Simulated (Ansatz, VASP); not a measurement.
# SiGe (amorphous Si0.5Ge0.5) in two plane-wave programs, part 2 of 3

Aim: how closely do two programs agree when they are given the same cell, functional and k mesh? Of the first pair: The structure shown is the start of the Ansatz relaxation below; VASP solves that cell, so the two are compared at the walk's first step.

VASP 6.6.1 and Ansatz 0.2.0.

So far: The starting structure; Ansatz: relaxation, PBE.

**3. VASP: single point, PBE, start cell, pair 1**

Level of this step: PBE; plane waves and PAW (Si, Ge_d) (VASP).

The same cell, functional, mesh and smearing now go to VASP, with its own data sets.

Lines of VASP's logs that name or quote its potential files are left out, and so is its time.

File INCAR:

```
SYSTEM = SiGe
PREC = Accurate
ENCUT = 410
EDIFF = 1E-06
NELM = 120
ISMEAR = -1
SIGMA = 0.025
LREAL = Auto
ALGO = Normal
GGA = PE
NBANDS = 376
LORBIT = 11
LWAVE = .FALSE.
LCHARG = .FALSE.
ISIF = 2
LASPH = .TRUE.
GGA_COMPAT = .FALSE.
EFERMI = MIDGAP
NCORE = 2
```

File POSCAR:

```
SiGe
1.0
   11.6787000000      0.0000000000      0.0000000000
    0.0000000000     11.6787000000      0.0000000000
    0.0000000000      0.0000000000     11.6787000000
Si Ge
36 36
Direct
    0.0135374656      0.3836129021      0.5875311464
    0.3575312321      0.0513327682      0.9458415748
    0.6748182589      0.1183008383      0.3192392989
    0.1145932338      0.7768501631      0.3020199166
    0.1366162330      0.5576305582      0.0573693990
    0.0625326449      0.7575415072      0.7562913680
    0.0735612697      0.8316079701      0.9504311268
    0.6016936817      0.9403615128      0.3832618356
    0.4537320078      0.9407211419      0.8047214159
    0.2037641176      0.3492683261      0.6775925403
    0.8812282189      0.7649567161      0.9926019163
    0.7925368406      0.5657821504      0.5446667865
    0.2089701765      0.3136136728      0.8827866115
    0.2782330225      0.5940558453      0.4705917611
    0.5884559069      0.1940370075      0.6248383810
    0.9373132284      0.5962221823      0.0876895545
    0.8828808001      0.6465788144      0.7205339635
    0.3029018641      0.0556825674      0.2820519407
    0.4077765505      0.7561886169      0.9090480961
    0.7349362515      0.7461361282      0.8343993766
    0.8208019728      0.3740827318      0.4669783452
    0.2499593277      0.6696122000      0.7880586024
    0.4619007253      0.5574764315      0.3880740151
    0.0834767568      0.8809542158      0.5986539598
    0.0708640516      0.1544778100      0.8654730407
    0.6815741478      0.7871081542      0.2743113531
    0.2413881682      0.8020413231      0.4769708957
    0.1106373141      0.4819372019      0.4174180345
    0.6356272530      0.2734893438      0.4441675871
    0.1310676702      0.5093631997      0.8643085275
    0.5893207292      0.1396217045      0.1367532345
    0.9038163494      0.1913997277      0.9884404942
    0.3957717897      0.7899594989      0.1083682259
    0.9504910649      0.4629367995      0.7730226823
    0.9840221943      0.2288182760      0.1917593568
    0.1571407777      0.0151129835      0.9790558881
    0.5910589364      0.5837207908      0.5556697235
    0.8321217259      0.6954712425      0.3938023924
    0.2554907652      0.3864728095      0.0921506675
    0.2983465625      0.2349833457      0.3773622064
    0.4731519775      0.3541490063      0.3405687277
    0.8106124826      0.8865027786      0.1393562640
    0.3146326218      0.5186793051      0.6609639772
    0.5889696627      0.3120210297      0.7948915547
    0.4793684229      0.3384280785      0.1177185817
    0.8820159778      0.1188060315      0.3435313862
    0.9866080985      0.6012398640      0.2945961451
    0.2580595443      0.1799258479      0.5796364321
    0.7422915222      0.0533792289      0.0209441119
    0.6716158477      0.9582659029      0.8373620352
    0.8816135358      0.4021337991      0.2637707964
    0.9139715893      0.1801998510      0.5533578224
    0.7187015678      0.9109489926      0.5474496305
    0.1930094959      0.7476003322      0.1117675769
    0.1187289681      0.0569498317      0.1797802838
    0.5155282694      0.4975211282      0.7299271323
    0.5652940824      0.6263539606      0.8891999966
    0.7851301943      0.4569686695      0.0746315943
    0.7492101004      0.0773031245      0.6673773622
    0.5264370178      0.6655364039      0.2176612123
    0.9695171552      0.9328521154      0.2756728060
    0.3964225470      0.9493265518      0.4378141403
    0.9152217284      0.8683843236      0.4760118849
    0.3757866886      0.7964242595      0.6538570218
    0.8057403649      0.3510407836      0.8900220059
    0.0808566022      0.0863709146      0.6548759708
    0.4147721921      0.2525024189      0.9237158245
    0.6021903123      0.7698459589      0.6532405148
    0.4280699050      0.0623785182      0.6243331878
    0.4298166748      0.9997516847      0.1305367892
    0.1511469598      0.3357222979      0.2709633778
    0.5874112701      0.5215905880      0.0750340363
```

File KPOINTS:

```
Automatic mesh
0
Gamma
1 1 1
0 0 0
```

PAW data sets: Si and Ge_d (PBE family, release 64).

Command:

```console
> mpirun -np 8 vasp_gam
```

Numbers of over 12 decimals in the logs are rounded to 6 here.

The log of the run:

```text
[banner, memory and clock lines left out]
running    8 mpi-ranks, on    1 nodes
[...]
LDA part: xc-table for (Slater+PW92), standard interpolation
 POSCAR, INCAR and KPOINTS ok, starting setup
[...]
entering main loop
       N       E                     dE             d eps       ncg     rms          rms(c)
DAV:   1     0.128293482836E+05    0.12829E+05   -0.21914E+05   864   0.380E+03
DAV:   2     0.272099587787E+04   -0.10108E+05   -0.98059E+04   752   0.100E+03
DAV:   3     0.113900161733E+03   -0.26071E+04   -0.24872E+04   824   0.283E+02
DAV:   4    -0.311889786888E+03   -0.42579E+03   -0.40140E+03   904   0.115E+02
[...]
DAV:  17    -0.337676564193E+03   -0.40106E-05   -0.17795E-05   800   0.306E-02    0.251E-03
DAV:  18    -0.337676565490E+03   -0.12965E-05   -0.77565E-06   704   0.137E-02    0.132E-03
DAV:  19    -0.337676565635E+03   -0.14475E-06   -0.19074E-06   536   0.967E-03
   1 F= -.33767657E+03 E0= -.33763902E+03  d E =-.750853E-01
```

Parts of OUTCAR (step 3):

```text
 POSITION                                       TOTAL-FORCE (eV/Angst)
 -----------------------------------------------------------------------------------
      0.15810      4.48010      6.86160         0.548552      0.182509      0.421602
      4.17550      0.59950     11.04620        -0.017935     -0.150794      0.169839
      7.88100      1.38160      3.72830        -0.307315      0.064898      0.149490
      1.33830      9.07260      3.52720        -0.309438      0.229310      0.170947
      1.59550      6.51240      0.67000        -0.228438     -0.231860     -0.178890
      0.73030      8.84710      8.83250         0.387442     -0.244519      0.070065
      0.85910      9.71210     11.09980        -0.141075      0.347218      0.111207
      7.02700     10.98220      4.47600        -0.113527     -0.228856     -0.376316
      5.29900     10.98640      9.39810         0.125608     -0.136086      0.290589
      2.37970      4.07900      7.91340        -0.206928     -0.295276      0.175659
     10.29160      8.93370     11.59230         0.307143      0.214318      0.134295
      9.25580      6.60760      6.36100         0.370633      0.046285      0.274704
      2.44050      3.66260     10.30980        -0.295913      0.066344     -0.184218
      3.24940      6.93780      5.49590         0.186078      0.283222     -0.035458
[...]
-----------------------------------------------------------------------------------
    total drift:                               -0.002326     -0.004200     -0.004742

  FREE ENERGIE OF THE ION-ELECTRON SYSTEM (eV)
  ---------------------------------------------------
  free  energy   TOTEN  =      -337.6765656346 eV

  energy  without entropy=     -337.6014803774  energy(sigma->0) =     -337.63902301
```

The run ends at a pressure of -0.48 GPa, with forces up to 0.96 eV/Å.

**4. Side by side**

Known differences besides the potentials themselves: the cutoff is 420 eV in Ansatz and 410 eV in VASP (PREC = Accurate, projectors in real space). Total energies have different zeros and are not compared.

Forces on 10 of the 72 atoms, those with the largest forces and the largest differences (eV/Å; atoms numbered as in POSCAR):

| atom | Ansatz x, y, z | VASP x, y, z |
| --- | --- | --- |
| Si1 | 0.548, 0.180, 0.419 | 0.549, 0.183, 0.422 |
| Si19 | -0.143, -0.016, -0.596 | -0.140, -0.018, -0.594 |
| Si21 | -0.692, -0.101, 0.191 | -0.694, -0.098, 0.191 |
| Si27 | -0.692, -0.063, -0.659 | -0.694, -0.066, -0.660 |
| Si36 | 0.020, -0.158, -0.811 | 0.020, -0.159, -0.811 |
| Ge40 | 0.134, -0.207, 0.139 | 0.130, -0.212, 0.134 |
| Ge44 | 0.008, -0.322, 0.103 | 0.005, -0.322, 0.095 |
| Ge59 | 0.005, -0.007, 0.440 | -0.003, -0.008, 0.437 |
| Ge64 | 0.526, 0.313, 0.200 | 0.525, 0.314, 0.200 |
| Ge68 | -0.572, 0.066, -0.224 | -0.569, 0.066, -0.226 |

The forces differ by 2.8 meV/Å r.m.s., which is 1.2 % of the r.m.s. force of 0.242 eV/Å (both taken over all components).

**5. Ansatz: relaxation, PBE**

This run makes the geometry at which the two programs are then compared. The cell compared in this pair holds 1587.25 Å³, against 1592.88 Å³ for the pair before.

The structure compared here is the end of the Ansatz relaxation.

File input.yaml:

```yaml
crystal:
  lattice:
    - [11.6787, 0.0, 0.0]
    - [0.0, 11.6787, 0.0]
    - [0.0, 0.0, 11.6787]
  atoms:
    - { symbol: Si, position: [0.01354, 0.38361, 0.58753] }
    - { symbol: Si, position: [0.35753, 0.05133, 0.94584] }
    - { symbol: Si, position: [0.67482, 0.1183, 0.31924] }
    - { symbol: Si, position: [0.11459, 0.77685, 0.30202] }
    - { symbol: Si, position: [0.13662, 0.55763, 0.05737] }
    - { symbol: Si, position: [0.06253, 0.75754, 0.75629] }
    - { symbol: Si, position: [0.07356, 0.83161, 0.95043] }
    - { symbol: Si, position: [0.60169, 0.94036, 0.38326] }
    - { symbol: Si, position: [0.45373, 0.94072, 0.80472] }
    - { symbol: Si, position: [0.20376, 0.34927, 0.67759] }
    - { symbol: Si, position: [0.88123, 0.76496, 0.9926] }
    - { symbol: Si, position: [0.79254, 0.56578, 0.54467] }
    - { symbol: Si, position: [0.20897, 0.31361, 0.88279] }
    - { symbol: Si, position: [0.27823, 0.59406, 0.47059] }
    - { symbol: Si, position: [0.58846, 0.19404, 0.62484] }
    - { symbol: Si, position: [0.93731, 0.59622, 0.08769] }
    - { symbol: Si, position: [0.88288, 0.64658, 0.72053] }
    - { symbol: Si, position: [0.3029, 0.05568, 0.28205] }
    - { symbol: Si, position: [0.40778, 0.75619, 0.90905] }
    - { symbol: Si, position: [0.73494, 0.74614, 0.8344] }
    - { symbol: Si, position: [0.8208, 0.37408, 0.46698] }
    - { symbol: Si, position: [0.24996, 0.66961, 0.78806] }
    - { symbol: Si, position: [0.4619, 0.55748, 0.38807] }
    - { symbol: Si, position: [0.08348, 0.88095, 0.59865] }
    - { symbol: Si, position: [0.07086, 0.15448, 0.86547] }
    - { symbol: Si, position: [0.68157, 0.78711, 0.27431] }
    - { symbol: Si, position: [0.24139, 0.80204, 0.47697] }
    - { symbol: Si, position: [0.11064, 0.48194, 0.41742] }
    - { symbol: Si, position: [0.63563, 0.27349, 0.44417] }
    - { symbol: Si, position: [0.13107, 0.50936, 0.86431] }
    - { symbol: Si, position: [0.58932, 0.13962, 0.13675] }
    - { symbol: Si, position: [0.90382, 0.1914, 0.98844] }
    - { symbol: Si, position: [0.39577, 0.78996, 0.10837] }
    - { symbol: Si, position: [0.95049, 0.46294, 0.77302] }
    - { symbol: Si, position: [0.98402, 0.22882, 0.19176] }
    - { symbol: Si, position: [0.15714, 0.01511, 0.97906] }
    - { symbol: Ge, position: [0.59106, 0.58372, 0.55567] }
    - { symbol: Ge, position: [0.83212, 0.69547, 0.3938] }
    - { symbol: Ge, position: [0.25549, 0.38647, 0.09215] }
    - { symbol: Ge, position: [0.29835, 0.23498, 0.37736] }
    - { symbol: Ge, position: [0.47315, 0.35415, 0.34057] }
    - { symbol: Ge, position: [0.81061, 0.8865, 0.13936] }
    - { symbol: Ge, position: [0.31463, 0.51868, 0.66096] }
    - { symbol: Ge, position: [0.58897, 0.31202, 0.79489] }
    - { symbol: Ge, position: [0.47937, 0.33843, 0.11772] }
    - { symbol: Ge, position: [0.88202, 0.11881, 0.34353] }
    - { symbol: Ge, position: [0.98661, 0.60124, 0.2946] }
    - { symbol: Ge, position: [0.25806, 0.17993, 0.57964] }
    - { symbol: Ge, position: [0.74229, 0.05338, 0.02094] }
    - { symbol: Ge, position: [0.67162, 0.95827, 0.83736] }
    - { symbol: Ge, position: [0.88161, 0.40213, 0.26377] }
    - { symbol: Ge, position: [0.91397, 0.1802, 0.55336] }
    - { symbol: Ge, position: [0.7187, 0.91095, 0.54745] }
    - { symbol: Ge, position: [0.19301, 0.7476, 0.11177] }
    - { symbol: Ge, position: [0.11873, 0.05695, 0.17978] }
    - { symbol: Ge, position: [0.51553, 0.49752, 0.72993] }
    - { symbol: Ge, position: [0.56529, 0.62635, 0.8892] }
    - { symbol: Ge, position: [0.78513, 0.45697, 0.07463] }
    - { symbol: Ge, position: [0.74921, 0.0773, 0.66738] }
    - { symbol: Ge, position: [0.52644, 0.66554, 0.21766] }
    - { symbol: Ge, position: [0.96952, 0.93285, 0.27567] }
    - { symbol: Ge, position: [0.39642, 0.94933, 0.43781] }
    - { symbol: Ge, position: [0.91522, 0.86838, 0.47601] }
    - { symbol: Ge, position: [0.37579, 0.79642, 0.65386] }
    - { symbol: Ge, position: [0.80574, 0.35104, 0.89002] }
    - { symbol: Ge, position: [0.08086, 0.08637, 0.65488] }
    - { symbol: Ge, position: [0.41477, 0.2525, 0.92372] }
    - { symbol: Ge, position: [0.60219, 0.76985, 0.65324] }
    - { symbol: Ge, position: [0.42807, 0.06238, 0.62433] }
    - { symbol: Ge, position: [0.42982, 0.99975, 0.13054] }
    - { symbol: Ge, position: [0.15115, 0.33572, 0.27096] }
    - { symbol: Ge, position: [0.58741, 0.52159, 0.07503] }
kpoints:
  mp_grid: { grid: [1, 1, 1] }
hamiltonian:
  xc: pbe
scf:
  occupations: { method: fermi_dirac, width: 0.025 }
output:
  forces: true
relax:
  f_tol: 0.04
  max_steps: 250
  cell: {}
```

Command:

```console
> ansatz run input.yaml --threads 4 --pin off --max-ram 8192MiB --backend cpu --events-out ev --progress --plain --runs-dir out
```

The log of the run:

```text
[...]
Crystal: 72 atoms, lattice volume = 1592.882 Å³
Basis set: ecut = 420 eV, 31103 PW (Γ), exchange–correlation on 160×160×160 points (8 copies of the dense FFT grid, shifted against one another)
Bands: 396, of which v1, the nominal top of the filled ones, is band 324 counted from 1 (323 counted from 0)
Symmetry: 1 space group operations
[...]
k-points: 1
[...]
- { symbol: Ge, position: [0.289004, 0.469888, 0.168737] }
    - { symbol: Ge, position: [0.288020, 0.224996, 0.368822] }
    - { symbol: Ge, position: [0.469887, 0.349374, 0.340012] }
    - { symbol: Ge, position: [0.802621, 0.881287, 0.143204] }
    - { symbol: Ge, position: [0.317198, 0.531040, 0.656721] }
    - { symbol: Ge, position: [0.574075, 0.307986, 0.794997] }
[...]
- { symbol: Ge, position: [0.421932, 0.051604, 0.591406] }
    - { symbol: Ge, position: [0.439036, 1.003423, 0.123649] }
    - { symbol: Ge, position: [0.146339, 0.352617, 0.280224] }
    - { symbol: Ge, position: [0.587858, 0.524341, 0.074759] }
[key lines of the parts left out:]
P = ⅓ Tr σ = 0.0120 GPa (0.120 kbar)
```

(Part 2 of 3 ends here.)

[Lines on the potential files, build, host, timing and source positions are cut from VASP's logs without a mark.]

[Logs are printed without paths, hosts, clocks, repeated set-up lines and the standing remarks that a program may print on its own settings, such as how far it seeks lower states.]

[Hosts, paths, dates, database ids (printed as entryN), source tags and the programs' standing remarks are cut or masked in the printed files.]
